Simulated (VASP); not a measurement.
**MnS (relaxed from the zincblende structure, space group F-43m): computed properties**

All values below come from PBEsol GGA, VASP's PBE PAW potentials (set 64) (plane waves; VASP 6.6.1).

For MnS, the space group is F-43m (216), the cell comes out as a = 5.449 Å, b = 5.449 Å, c = 5.449 Å, α = 90.00°, β = 90.00°, γ = 90.00° and the volume per atom is 20.23 Å³/atom. The band gap (over mesh and band path) is none (metal, semimetal or under 0.01 eV). The cell moment comes out as 4.60 μB and the density comes out as 3.57 g/cm³.

```
MnS
1.0
    0.00000     2.72457     2.72457
    2.72457     0.00000     2.72457
    2.72457     2.72457     0.00000
S Mn
1 1
Cartesian
  1.36229   1.36229   1.36229
  0.00000   0.00000   0.00000
```
Starting moments (μB, in the order of the record's atoms S Mn): 0.1 4.1.

The moments were started parallel, and other spin orders were not tried in this run.

The structure was generated: MnS was put into the zincblende type (F-43m), which need not be its known phase. It was relaxed first, which changed the volume by -9 %. Symmetry was kept, so distortions that lower it aren't found.
